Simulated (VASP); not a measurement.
Calculation: PBE GGA, VASP's PBE PAW potentials (set 64) (plane waves; VASP).

Input for VASP

### INCAR
```
ALGO = Normal
EDIFF = 1E-03
ENCUT = 300
GGA = PE
ISIF = 2
ISMEAR = 1
LASPH = .True.
LCHARG = .False.
LMAXMIX = 4
LREAL = .False.
LWAVE = .False.
NELM = 100
PREC = Accurate
SIGMA = 0.136
SYSTEM = Rb
```

**KPOINTS**
```
Automatic
0
gamma
4 4 1
0 0 0
```

### POSCAR
```
Rb
1
    7.8928250000     0.0000000000     0.0000000000
    3.9464120000     6.8353870000     0.0000000000
    0.0000000000     0.0000000000    16.8930000000
Rb
4
Direct
  0.9880950000   0.6309520000   0.4517260000
  0.6547620000   0.2976190000   0.3551770000
  0.6547620000   0.2976190000   0.6448230000
  0.3214290000   0.9642860000   0.5482740000
```

POTCAR, in this order: Rb_sv (PBE.64 set). Program: vasp_std.

Output of the run:

File OUTCAR:
```
 ion  position               nearest neighbor table
   1  0.988  0.631  0.452-   4 4.84   4 4.84   2 4.84   2 4.84   2 4.84   4 4.84   3 5.60   3 5.60
                             3 5.60
   2  0.655  0.298  0.355-   1 4.84   1 4.84   1 4.84   3 4.89   4 5.60   4 5.60   4 5.60
   3  0.655  0.298  0.645-   4 4.84   4 4.84   4 4.84   2 4.89   1 5.60   1 5.60   1 5.60
   4  0.321  0.964  0.548-   1 4.84   1 4.84   3 4.84   3 4.84   3 4.84   1 4.84   2 5.60   2 5.60
                             2 5.60
  LATTYP: Found a hexagonal cell.
 ALAT       =     7.8928247867
 C/A-ratio  =     2.1402983667
 Subroutine PRICEL returns:
 Original cell was already a primitive cell.
 Subroutine GETGRP returns: Found 12 space group operations
The static configuration has the point symmetry C_1 .
 The point group associated with its full space group is D_3d.
The dynamic configuration has the point symmetry C_1 .
 Subroutine INISYM returns: Found 12 space group operations
 Subroutine IBZKPT returns following result:
 Found      4 irreducible k-points:

 Following reciprocal coordinates:
            Coordinates               Weight
  0.000000  0.000000  0.000000      1.000000
  0.250000  0.000000  0.000000      6.000000
  0.500000  0.000000  0.000000      3.000000
  0.500000  0.250000  0.000000      6.000000
   k-points           NKPTS =      4   k-points in BZ     NKDIM =      4   number of bands    NBANDS=     22
   number of dos      NEDOS =    301   number of ions     NIONS =      4
   total plane-waves  NPLWV = 221184
   dimension x,y,z NGX =    48 NGY =   48 NGZ =   96
   dimension x,y,z NGXF=    96 NGYF=   96 NGZF=  192
   ions per type =               4
   PREC   = accura    normal or accurate (medium, high low for compatibility)
   ISTART =      0    job   : 0-new  1-cont  2-samecut
   ICHARG =      2    charge: 1-file 2-atom 10-const
   ISPIN  =      1    spin polarized calculation?
   LNONCOLLINEAR =      F non collinear calculations
   LSORBIT =      F    spin-orbit coupling
   INIWAV =      1    electr: 0-lowe 1-rand  2-diag
   ENCUT  =  300.0 eV  22.05 Ry    4.70 a.u.  11.15 11.15 23.86*2*pi/ulx,y,z
   NELM   =    100;   NELMIN=  2; NELMDL= -5     # of ELM steps
   EDIFF  = 0.1E-02   stopping-criterion for ELM
   LREAL  =      F    real-space projection
   NLSPLINE    = F    spline interpolate recip. space projectors
   LMAXMIX     =    4 max onsite mixed and CHGCAR
   VOSKOWN=      0    Vosko Wilk Nusair interpolation
   EDIFFG = 0.1E-01   stopping-criterion for IOM
   NSW    =      0    number of steps for IOM
   NBLOCK =      1;   KBLOCK =      1    inner block; outer block
   IBRION =     -1    ionic relax: 0-MD 1-quasi-New 2-CG
   NFREE  =      0    steps in history (QN), initial steepest desc. (CG)
   ISIF   =      2    stress and relaxation
   ISYM   =      2    0-nonsym 1-usesym 2-fastsym
   TEIN   =    0.0    initial temperature
   TEBEG  =    0.0;   TEEND  =   0.0 temperature during run
   SMASS  =  -3.00    Nose mass-parameter (am)
   PSTRESS=    0.0 pullay stress
   NELECT =      36.0000    total number of electrons
   EFERMI =   0.00;   METHOD = LEGACY
   ISMEAR =     1;   SIGMA  =   0.14  broadening in eV -4-tet -1-fermi 0-gaus
   IALGO  =     38    algorithm
   LDIAG  =      T    sub-space diagonalisation (order eigenvalues)
   IMIX   =      4    mixing-type and parameters
     AMIX     =   0.40;   BMIX     =  1.00
     AMIX_MAG =   1.60;   BMIX_MAG =  1.00
     AMIN     =   0.10
   GGA     = PE    functional components
   VOSKOWN =     0    Vosko Wilk Nusair interpolation
   LHFCALC =     F    Hartree Fock is set to
   LHFONE  =     F    Hartree Fock one center treatment
   AEXX    =    0.0000 exact exchange contribution
   IVDW    =     0    specifies the selected vdW correction
   LEPSILON=     F    determine dielectric tensor
   LRPA    =     F    only Hartree local field effects (RPA)
  energy-cutoff  :      300.00
...
```

File OSZICAR:
```
       N       E                     dE             d eps       ncg     rms          rms(c)
DAV:   1     0.280021907864E+03    0.28002E+03   -0.96409E+03   208   0.716E+02
DAV:   2     0.452694261508E+02   -0.23475E+03   -0.23320E+03   250   0.200E+02
DAV:   3    -0.189129548416E+01   -0.47161E+02   -0.47117E+02   276   0.856E+01
DAV:   4    -0.308428665833E+01   -0.11930E+01   -0.11895E+01   212   0.186E+01
DAV:   5    -0.311232778814E+01   -0.28041E-01   -0.28038E-01   290   0.240E+00    0.214E+00
DAV:   6    -0.300532448403E+01    0.10700E+00   -0.14635E-01   206   0.137E+00    0.108E+00
DAV:   7    -0.296069583820E+01    0.44629E-01   -0.16641E-01   200   0.117E+00    0.231E-01
DAV:   8    -0.296034680845E+01    0.34903E-03   -0.14431E-02   212   0.498E-01    0.108E-01
DAV:   9    -0.296116766992E+01   -0.82086E-03   -0.12965E-03   148   0.165E-01
   1 F= -.29611677E+01 E0= -.29571260E+01  d E =-.121250E-01
```

**OUTCAR**
```
------------------------ aborting loop because EDIFF is reached ----------------------------------------
  FORCE on cell =-STRESS in cart. coord.  units (eV):
  Direction    XX          YY          ZZ          XY          YZ          ZX
  --------------------------------------------------------------------------------------
  Total       -0.4110111     -0.4110111      0.0691873      0.0000000     -0.0000000      0.0000000
  in kB       -0.7225398     -0.7225398      0.1216283      0.0000001     -0.0000000      0.0000000
  external PRESSURE =      -0.4411504 kB  Pullay stress =       0.0000000 kB
  volume of cell :      911.39
      direct lattice vectors                 reciprocal lattice vectors
     7.892825000  0.000000000  0.000000000     0.126697349 -0.073148739  0.000000000
     3.946412000  6.835387000  0.000000000     0.000000000  0.146297496  0.000000000
     0.000000000  0.000000000 16.893000000     0.000000000  0.000000000  0.059196117
 POSITION                                       TOTAL-FORCE (eV/Angst)
 -----------------------------------------------------------------------------------
     10.28886      4.31280      7.63101        -0.000000      0.000000      0.030190
      6.34245      2.03434      6.00001        -0.000000      0.000000      0.005282
      6.34245      2.03434     10.89299        -0.000000      0.000000     -0.005282
      6.34245      6.59127      9.26199         0.000000     -0.000000     -0.030190
 -----------------------------------------------------------------------------------
    total drift:                               -0.000002      0.000001     -0.000000
  FREE ENERGIE OF THE ION-ELECTRON SYSTEM (eV)
  ---------------------------------------------------
  free  energy   TOTEN  =        -2.9611676699 eV

  energy  without entropy=       -2.9490426292  energy(sigma->0) =       -2.95712599
```
(Selected blocks of OUTCAR.)

### OUTCAR
```
 val. band max:       -1.3431551126   @ k =   0.5000   0.2500   0.0000

 cond. band min:      -1.2547104223   @ k =   0.5000   0.2500   0.0000


 Fermi energy:        -1.3013131495

 k-point     1 :       0.0000    0.0000    0.0000
  band No.  band energies     occupation
      1     -30.5657      2.00000
      2     -30.5648      2.00000
      3     -30.3737      2.00000
      4     -30.3703      2.00000
      5     -14.6556      2.00000
      6     -14.6485      2.00000
      7     -14.6485      2.00000
      8     -14.6443      2.00000
      9     -14.6443      2.00000
     10     -14.6241      2.00000
     11     -14.4705      2.00000
     12     -14.4705      2.00000
     13     -14.4689      2.00000
     14     -14.4665      2.00000
     15     -14.4272      2.00000
     16     -14.4272      2.00000
     17      -2.8424      2.00000
     18      -1.6454      2.00203
     19      -0.5622     -0.00000
     20      -0.0680     -0.00000
     21      -0.0679     -0.00000
     22       0.2306     -0.00000

 k-point     2 :       0.2500    0.0000    0.0000
  band No.  band energies     occupation
      1     -30.5657      2.00000
      2     -30.5648      2.00000
      3     -30.3732      2.00000
      4     -30.3707      2.00000
      5     -14.6564      2.00000
      6     -14.6495      2.00000
      7     -14.6480      2.00000
      8     -14.6444      2.00000
      9     -14.6443      2.00000
     10     -14.6243      2.00000
     11     -14.4754      2.00000
     12     -14.4710      2.00000
     13     -14.4703      2.00000
     14     -14.4566      2.00000
     15     -14.4309      2.00000
     16     -14.4256      2.00000
     17      -2.6007      2.00000
     18      -1.4527      2.06648
     19      -0.8945     -0.00020
     20      -0.3894     -0.00000
     21      -0.2717     -0.00000
     22      -0.1693     -0.00000

 k-point     3 :       0.5000    0.0000    0.0000
  band No.  band energies     occupation
      1     -30.5657      2.00000
...
```

At this cut-off the stress carries a Pulay error, which pulls relaxed volumes low. The cell holds a wide vacuum, so values per volume refer to the whole cell.

The cell is a sheet with vacuum, built from a generated structure.
